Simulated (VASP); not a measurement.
```xyz
2
Lattice="4.3898 0.0000 0.0000 0.0000 4.3898 0.0000 0.0000 0.0000 4.3898" Properties=species:S:1:pos:R:3 pbc="T T T"
Cs     0.0000     0.0000     0.0000
Br     2.1949     2.1949     2.1949
```

Calculation: PBE GGA, VASP's PBE PAW potentials (set 64) (plane waves; VASP). Run with 480 eV cut-off, 6×6×6 Γ-centred mesh, Gaussian smearing of 0.050 eV, potentials Cs_sv Br.

Unless said otherwise, spin-orbit coupling is left out, though it shifts the bands of the heavy elements here.

What does the run give for the energy per atom (σ→0), band gap (on the k-mesh) with the smallest direct gap where there is one?

| Quantity | Result |
|---|---|
| band gap (on the k-mesh) | 4.24 eV |
| smallest direct gap (on the k-mesh) | 4.27 eV |
| energy per atom (σ→0) | -3.012 eV/atom |

Total energies compare only between runs with the same potentials, cut-off and functional.

The compound is CsBr in the CsCl type structure. It was relaxed first, which changed the volume by +7 %. The start is the result of an earlier pass.
